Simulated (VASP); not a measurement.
Data:

```xyz
6
Lattice="4.1568 0.0000 0.0000 0.0000 4.1568 0.0000 0.0000 0.0000 2.6655" Properties=species:S:1:pos:R:3 pbc="T T T"
Si     0.0000     0.0000     0.0000
Si     2.0784     2.0784     1.3328
O      1.2694     1.2694     0.0000
O      3.3478     0.8090     1.3328
O      0.8090     3.3478     1.3328
O      2.8874     2.8874     0.0000
```

These are LDA (Ceperley-Alder, Perdew-Zunger), VASP's LDA PAW potentials (set 64) (plane waves; VASP 6.6.1) values and carry that method's errors. Numerical set-up: 520 eV cut-off, 6×6×9 Γ-centred mesh, tetrahedra with Blöchl corrections, potentials Si O.

The cores are frozen, which limits the accuracy of field gradients.

Question: Give the principal components of the electric field gradient (V/Å²) and the asymmetry η at each nucleus.

Answer: 
| atom | Vxx | Vyy | Vzz | η |
|---|---|---|---|---|
| Si1 | -15.6 | -1.8 | 17.4 | 0.79 |
| Si2 | -15.6 | -1.8 | 17.4 | 0.79 |
| O3 | 60.6 | 46.0 | -106.6 | 0.14 |
| O4 | 60.6 | 46.0 | -106.6 | 0.14 |
| O5 | 60.6 | 46.0 | -106.6 | 0.14 |
| O6 | 60.6 | 46.0 | -106.6 | 0.14 |

The compound is SiO2 in the rutile structure, stishovite, a high-pressure form. It was relaxed first.
